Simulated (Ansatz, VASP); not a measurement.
SrMg in VASP and in Ansatz

```
CELL_PARAMETERS angstrom
3.84729 0.00000 0.00000
0.00000 3.84729 0.00000
0.00000 0.00000 3.84729
ATOMIC_POSITIONS crystal
Sr 0.50000 0.50000 0.50000
Mg 0.00000 0.00000 0.00000
```

Change from the starting cell: volume scaled by 0.96, PAW files.

Alike in both runs: task electric field gradients; functional LDA; k mesh 9 × 9 × 9; occupations fermi-dirac, width 0.05 eV; no spin polarisation.

|  | VASP | Ansatz |
| --- | --- | --- |
| version | VASP 6.6.1 | Ansatz 0.2.0 |
| potentials or method | VASP PAW LDA potentials, release 64 (Sr_sv, Mg) | PAW with Ansatz's default frozen-core files, scalar-relativistic |
| plane-wave cutoff (eV) | 520 | 420 |
| valence electrons in the cell | 12 | 20 |

Ansatz gave:

* pressure (GPa): 5.0
* Vzz of the field gradient on the site that differs most (V/Å²): 0.0

Q: What did VASP give for the same quantities?

A: Pressure (GPa): 4.8; Vzz of the field gradient on the site that differs most (V/Å²): 0.0.

The two sets of potentials don't hold the same shells in valence. Ansatz warned: «gradients_without_spin_orbit».
